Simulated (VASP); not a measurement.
VASP runs on Ru2YSi2 (space group I4/mmm) share one base input (LDA (Ceperley-Alder, Perdew-Zunger), plane waves, VASP's LDA PAW potentials (set 64)) and change the settings named in each case.

File KPOINTS:
```
kpoints
0
Gamma
 8 8 8
```

POSCAR:
```
Y(SiRu)2
1
   -2.0778500000     2.0778500000     4.7685500000
    2.0778500000    -2.0778500000     4.7685500000
    2.0778500000     2.0778500000    -4.7685500000
Y Ru Si
1 2 2
Direct
  0.0000000000   0.0000000000   0.0000000000
  0.7500000000   0.2500000000   0.5000000000
  0.2500000000   0.7500000000   0.5000000000
  0.3750000000   0.3750000000   0.0000000000
  0.6250000000   0.6250000000   0.0000000000
```

INCAR:
```
SYSTEM = Y(SiRu)2
PREC = Accurate; ENCUT = 300; LREAL = .FALSE.
LASPH = .TRUE.
EDIFF = 1E-6; NELM = 100; ALGO = Normal
LMAXMIX = 4
ISMEAR = 0; SIGMA = 0.136
ISIF = 2
LWAVE = .FALSE.; LCHARG = .FALSE.
```

POTCAR, in this order: Y_sv Ru_pv Si (LDA.64 set). Program: vasp_std.

```csv
change,E(σ→0) (eV/atom),pressure (GPa),largest force (eV/Å),−TS (eV)
base run,-8.9597,-7.61,1.271,-0.0234
"GGA = PS, POTCAR Y_sv Ru_pv Si (PBE.64 set)",-8.6456,-4.28,1.169,-0.0233
"GGA_COMPAT = .FALSE., LNONCOLLINEAR = .TRUE., LSORBIT = .TRUE., MAGMOM = 0.0 0.0 0.0 0.0 0.0 0.0 0.0 0.0 0.0 0.0 0.0 0.0 0.0 0.0 0.0, program vasp_ncl",-9.0244,-7.55,1.253,-0.0235
KPOINTS 5×5×5 Γ-centred mesh,-8.9633,-7.72,1.238,-0.0273
```
 Energies of different potentials or functionals have different zeros.  At 300 eV the pressure can carry a Pulay error.

Left out are runs that ran out of time, are held back, or changed the cell or the kind of run, fixed moments of cells without a moment, rows past the twelfth, gaps on odd meshes, pressures of charged cells and columns that move by less than the noise.

The structure comes from a measured Ru2YSi2 entry of the Crystallography Open Database, whose conditions weren't checked. The cell was not relaxed at this level, forces remain on its atoms.
